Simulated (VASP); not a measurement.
Consider the following.

```xyz
2
Lattice="0.0000 2.9946 2.9946 2.9946 0.0000 2.9946 2.9946 2.9946 0.0000" Properties=species:S:1:pos:R:3 pbc="T T T"
Al     4.4919     4.4919     4.4919
Al     2.9946     2.9946     2.9946
```

Level of theory: PBEsol GGA, VASP's PBE PAW potentials (set 64) (plane waves; VASP). Settings: 400 eV cut-off, 12×12×12 Γ-centred mesh, tetrahedra with Blöchl corrections, potentials Al.

Question: Tabulate the total density of states (states/eV per cell) against energy (eV; zero at the valence-band maximum or, without a gap, the Fermi level).

Answer: 
| E (eV) | DOS (states/eV) |
|---|---|
| -9.91 | 0.00 |
| -9.61 | 0.00 |
| -9.21 | 0.00 |
| -8.91 | 0.00 |
| -8.51 | 0.00 |
| -8.21 | 0.00 |
| -7.82 | 0.14 |
| -7.51 | 0.29 |
| -7.22 | 0.38 |
| -6.82 | 0.49 |
| -6.52 | 0.58 |
| -6.12 | 0.74 |
| -5.82 | 0.99 |
| -5.42 | 0.82 |
| -5.12 | 0.70 |
| -4.72 | 0.56 |
| -4.42 | 0.14 |
| -4.12 | 0.13 |
| -3.72 | 1.10 |
| -3.42 | 1.20 |
| -3.02 | 0.69 |
| -2.73 | 0.57 |
| -2.33 | 0.42 |
| -2.03 | 0.36 |
| -1.73 | 1.03 |
| -1.33 | 1.21 |
| -1.03 | 1.15 |
| -0.63 | 1.38 |
| -0.33 | 1.71 |
| 0.07 | 1.52 |
| 0.37 | 1.45 |
| 0.77 | 1.35 |
| 1.07 | 1.18 |
| 1.37 | 0.64 |
| 1.77 | 0.33 |
| 2.07 | 0.14 |
| 2.46 | 0.40 |
| 2.76 | 0.68 |
| 3.16 | 0.88 |
| 3.46 | 1.17 |
Within 2 eV below the Fermi level the largest weight inside VASP's projection spheres is Al p, then Al s.

The structure was generated: Al was put into the diamond type (Fd-3m), which need not be its known phase. It was relaxed first, which changed the volume by +29 %.
